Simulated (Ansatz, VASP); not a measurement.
# La2O3 in two plane-wave programs, part 2 of 2

One calculation is typed for both programs; each brings its own data sets. How far apart do they land? The structure shown is the start of the Ansatz relaxation below; VASP solves that cell, so the two are compared at the walk's first step.

VASP 6.6.1 and Ansatz 0.2.0.

So far. Step 3 (VASP: single point, LDA, start cell, pair 1): The run ends at a pressure of -5.07 GPa, with forces up to 0.14 eV/Å.

**7. VASP: single point, LDA, start cell, pair 2**

Level of this step: LDA; plane waves and PAW (O, La) (VASP).

The same cell, functional (in two slightly different forms) and mesh now go to VASP, with its own data sets.

The input, INCAR:

```
SYSTEM = La2O3
PREC = Accurate
ENCUT = 520
EDIFF = 1E-06
NELM = 200
ISMEAR = 0
SIGMA = 0.01
LREAL = .FALSE.
ALGO = Normal
GGA = CA
NBANDS = 26
LASPH = .TRUE.
LORBIT = 11
LWAVE = .FALSE.
LCHARG = .FALSE.
ISIF = 2
GGA_COMPAT = .FALSE.
EFERMI = MIDGAP
LMAXMIX = 6
KPAR = 2
```

The input, POSCAR:

```
La2O3
1.0
    3.8130630000      0.0000000000      0.0000000000
   -1.9065320000      3.3022090000      0.0000000000
    0.0000000000      0.0000000000      5.5542190000
O La
3 2
Direct
    0.6666667910      0.3333332324      0.3468631683
    0.3333334712      0.6666667676      0.6531368317
    0.0000000000      0.0000000000      0.0000000000
    0.6666667910      0.3333332324      0.7638992989
    0.3333334712      0.6666667676      0.2361007011
```

The input, KPOINTS:

```
Automatic mesh
0
Gamma
9 9 4
0 0 0
```

Potentials, in the order of the species: O and La (LDA family, release 64).

Launch:

```console
$ mpirun -np 2 vasp_std
```

Numbers of over 12 decimals in the logs are rounded to 6 here.

Output:

```text
[... set-up lines as in an earlier step ...]
 entering main loop
       N       E                     dE             d eps       ncg     rms          rms(c)
DAV:   1     0.456517032005E+03    0.45652E+03   -0.15577E+04  2404   0.246E+03
DAV:   2     0.824904340494E+02   -0.37403E+03   -0.36262E+03  3100   0.390E+02
DAV:   3    -0.343847919172E+02   -0.11688E+03   -0.11376E+03  3924   0.205E+02
DAV:   4    -0.500362788408E+02   -0.15651E+02   -0.15623E+02  3864   0.803E+01
[...]
DAV:  13    -0.455381420449E+02   -0.27655E-04   -0.48686E-04  4080   0.159E-01    0.305E-02
DAV:  14    -0.455381258140E+02    0.16231E-04   -0.11021E-04  3984   0.935E-02    0.630E-03
DAV:  15    -0.455381261821E+02   -0.36802E-06   -0.92977E-06  3384   0.215E-02
   1 F= -.45538126E+02 E0= -.45538126E+02  d E =0.000000E+00
```

From OUTCAR (step 7):

```text
  Total        7.3854081      7.3854062      6.9326124     -0.0000011      0.0000000     -0.0000000
  in kB      169.1934489    169.1934055    158.8202823     -0.0000256      0.0000000     -0.0000000
  external PRESSURE =     165.7357122 kB  Pullay stress =       0.0000000 kB

 POSITION                                       TOTAL-FORCE (eV/Angst)
 -----------------------------------------------------------------------------------
      1.90653      1.10074      1.92655         0.000000      0.000000      0.017473
     -0.00000      2.20147      3.62767        -0.000000      0.000000     -0.017473
      0.00000      0.00000      0.00000         0.000000      0.000000      0.000000
      1.90653      1.10074      4.24286         0.000000     -0.000000      0.209559
     -0.00000      2.20147      1.31135        -0.000000      0.000000     -0.209559
 -----------------------------------------------------------------------------------
    total drift:                               -0.002282     -0.000000     -0.000000

  FREE ENERGIE OF THE ION-ELECTRON SYSTEM (eV)
  ---------------------------------------------------
  free  energy   TOTEN  =       -45.5381261821 eV

  energy  without entropy=      -45.5381261821  energy(sigma->0) =      -45.53812618

[... 1 part as in an earlier step ...]

[... 2 further parts left out ...]
[key lines of the parts left out:]
E-fermi :   9.2441
```

The run ends at a pressure of 16.57 GPa, with forces up to 0.21 eV/Å.

**8. Side by side**

Forces (eV/Å; atoms numbered as in POSCAR):

| atom | Ansatz x, y, z | VASP x, y, z |
| --- | --- | --- |
| O1 | 0.000, 0.000, 0.016 | 0.000, 0.000, 0.017 |
| O2 | 0.000, 0.000, -0.016 | 0.000, 0.000, -0.017 |
| O3 | 0.000, 0.000, 0.000 | 0.000, 0.000, 0.000 |
| La4 | 0.000, 0.000, 0.199 | 0.000, 0.000, 0.210 |
| La5 | 0.000, 0.000, -0.199 | 0.000, 0.000, -0.210 |

The forces differ by 4.0 meV/Å r.m.s., which is 5.2 % of the r.m.s. force of 0.077 eV/Å (both taken over all components).

**9. Further runs**

Further runs change the set-up of one program: Ansatz's method, potentials or start, or VASP's data sets, cutoff or form of LDA. The table gives that difference for each run.

| run | r.m.s. force difference (meV/Å) |
| --- | --- |
| as above | 4 |
| VASP with a cutoff of 600 eV (perhaps on Ansatz's relaxed cell) | 3.5 |

**10. Ansatz: relaxation, LDA**

The two programs are compared at the cell with which this relaxation starts, whose forces are those of its first step. The cell compared in this pair holds 82.37 Å³, against 69.94 Å³ for the pair before.

The structure compared here is the start of the Ansatz relaxation; VASP solves that cell, so the two are compared at the walk's first step.

The input, input.yaml:

```yaml
crystal:
  lattice:
    - [3.9348938299, 0.0, 0.0]
    - [-1.9674469149, 3.4077180179, 0.0]
    - [0.0, 0.0, 6.1428273956]
  atoms:
    - { symbol: O, position: [0.6666666667, 0.3333333333, 0.3554459169] }
    - { symbol: O, position: [0.3333333333, 0.6666666667, 0.6445540831] }
    - { symbol: O, position: [0.0, 0.0, 0.0] }
    - { symbol: La, position: [0.6666666667, 0.3333333333, 0.7527901806] }
    - { symbol: La, position: [0.3333333333, 0.6666666667, 0.2472098194] }
kpoints:
  mp_grid: { grid: [9, 9, 4] }
hamiltonian:
  xc: lda
  pseudopotentials: { kind: paw, azcp: { folder: soft_1 }, xc_functional: pbe }
scf:
  occupations: { method: fixed }
output:
  forces: true
  stress: true
  eigenvalues: true
relax:
  adjacent_minimum: "off"
  f_tol: 0.001
  max_steps: 60
  cell: { stress_tol: 0.01, fix: [volume] }
```

Launch:

```console
$ ansatz run input.yaml --threads 4 --pin off --max-ram 16384MiB --backend cpu --events-out ev --progress --plain --runs-dir out
```

Output:

```text
[...]
Crystal: 5 atoms, lattice volume = 82.369 Å³
Basis set: ecut = 420 eV, 1641 PW (Γ)
Bands: 25, of which v1, the nominal top of the filled ones, is band 20 counted from 1 (19 counted from 0)
Symmetry: 12 space group operations
[...]
k-points: 43 of 324
[...]
- [3.924543, -2.8791599745795473e-11, -1.9203222301151468e-19]
    - [-1.962272, 3.398754, 3.8406444602303134e-19]
    - [-2.9978465781528364e-19, 5.192422586745224e-19, 6.175273]
  atoms:
    - { symbol: O, position: [0.666667, 0.333333, 0.356268] }
    - { symbol: O, position: [0.333333, 0.666667, 0.643732] }
    - { symbol: O, position: [0, 0, 0] }
    - { symbol: La, position: [0.666667, 0.333333, 0.751294] }
    - { symbol: La, position: [0.333333, 0.666667, 0.248706] }
[key lines of the parts left out:]
SCF converged after 5 iterations
Free energy (F): -13828.211444 eV
Fermi energy:    9.140526 eV
P = ⅓ Tr σ = -6.5271 GPa (-65.271 kbar)
```

**11. VASP: single point, LDA, start cell, pair 3**

The same cell, functional (in two slightly different forms) and mesh now go to VASP, with its own data sets.

INCAR is that of step 7.

The input, POSCAR:

```
La2O3
1.0
    3.9348940000      0.0000000000      0.0000000000
   -1.9674470000      3.4077180000      0.0000000000
    0.0000000000      0.0000000000      6.1428270000
O La
3 2
Direct
    0.6666666667      0.3333333333      0.3554459535
    0.3333333333      0.6666666667      0.6445540465
    0.0000000000      0.0000000000      0.0000000000
    0.6666666667      0.3333333333      0.7527902056
    0.3333333333      0.6666666667      0.2472097944
```

KPOINTS is that of step 7.

Launch:

```console
$ mpirun -np 2 vasp_std
```

Output:

```text
[... set-up lines as in an earlier step ...]
 entering main loop
       N       E                     dE             d eps       ncg     rms          rms(c)
DAV:   1     0.463186495854E+03    0.46319E+03   -0.15589E+04  2300   0.237E+03
DAV:   2     0.803372790589E+02   -0.38285E+03   -0.37215E+03  3156   0.374E+02
DAV:   3    -0.351672399041E+02   -0.11550E+03   -0.11281E+03  3788   0.201E+02
DAV:   4    -0.505193620233E+02   -0.15352E+02   -0.15328E+02  3872   0.796E+01
[...]
DAV:  14    -0.457983837546E+02    0.16630E-04   -0.16556E-04  4024   0.106E-01    0.383E-03
DAV:  15    -0.457983844915E+02   -0.73687E-06   -0.10205E-05  3312   0.259E-02    0.264E-03
DAV:  16    -0.457983845056E+02   -0.14086E-07   -0.74123E-07  2256   0.104E-02
   1 F= -.45798385E+02 E0= -.45798385E+02  d E =0.000000E+00
```

OUTCAR, selected parts (step 11):

```text
  Total       -3.6988514     -3.6988510     -3.3979390      0.0000000     -0.0000000      0.0000000
  in kB      -71.9469678    -71.9469608    -66.0938713      0.0000000     -0.0000000      0.0000000
  external PRESSURE =     -69.9959333 kB  Pullay stress =       0.0000000 kB

 POSITION                                       TOTAL-FORCE (eV/Angst)
 -----------------------------------------------------------------------------------
      1.96745      1.13591      2.18344         0.000000      0.000000     -0.020803
     -0.00000      2.27181      3.95938        -0.000000     -0.000000      0.020803
      0.00000      0.00000      0.00000        -0.000000      0.000000      0.000000
      1.96745      1.13591      4.62426         0.000000      0.000000     -0.138808
     -0.00000      2.27181      1.51857        -0.000000     -0.000000      0.138808
 -----------------------------------------------------------------------------------
    total drift:                               -0.000000      0.000000      0.000000

  FREE ENERGIE OF THE ION-ELECTRON SYSTEM (eV)
  ---------------------------------------------------
  free  energy   TOTEN  =       -45.7983845056 eV

  energy  without entropy=      -45.7983845056  energy(sigma->0) =      -45.79838451

[... 1 part as in an earlier step ...]

[... 2 further parts left out ...]
[key lines of the parts left out:]
E-fermi :   7.4401
```

The run ends at a pressure of -7.00 GPa, with forces up to 0.14 eV/Å.

**12. Comparison**

Forces (eV/Å; atoms numbered as in POSCAR):

| atom | Ansatz x, y, z | VASP x, y, z |
| --- | --- | --- |
| O1 | 0.000, 0.000, -0.021 | 0.000, 0.000, -0.021 |
| O2 | 0.000, 0.000, 0.021 | 0.000, 0.000, 0.021 |
| O3 | 0.000, 0.000, 0.000 | 0.000, 0.000, 0.000 |
| La4 | 0.000, 0.000, -0.149 | 0.000, 0.000, -0.139 |
| La5 | 0.000, 0.000, 0.149 | 0.000, 0.000, 0.139 |

The forces differ by 3.6 meV/Å r.m.s., which is 7.0 % of the r.m.s. force of 0.051 eV/Å (both taken over all components).

**13. Other set-ups**

Further runs change the set-up of one program: Ansatz's method, potentials or start, or VASP's data sets, cutoff or form of LDA. The table gives that difference for each run.

| run | r.m.s. force difference (meV/Å) |
| --- | --- |
| as above | 3.6 |
| VASP with a cutoff of 600 eV (perhaps on Ansatz's relaxed cell) | 2.9 |

**14. What came out**

| Property | Result |
| --- | --- |
| r.m.s. force difference (single point, LDA, start cell, pair 1) | 3.7 meV/Å |
| r.m.s. force difference (single point, LDA, start cell, pair 2) | 4 meV/Å |
| r.m.s. force difference (single point, LDA, start cell, pair 3) | 3.6 meV/Å |

The r.m.s. force difference is 4 meV/Å (single point, LDA, start cell, pair 2), within the 12 meV/Å picked in this series as the mark of a large difference. 4 further runs of this series are not shown here. How closely two codes agree says nothing of how well the functional describes the real material.

[Lines on the potential files, build, host, timing and source positions are cut from VASP's logs without a mark.]

[Logs are printed without paths, hosts, clocks, repeated set-up lines and the standing remarks that a program may print on its own settings, such as how far it seeks lower states.]

[Hosts, paths, dates, database ids (printed as entryN), source tags and the programs' standing remarks are cut or masked in the printed files.]

[Rows of further runs with another cutoff or data set may stand on the cell that Ansatz relaxed, not on the start cell of the pair above them.]
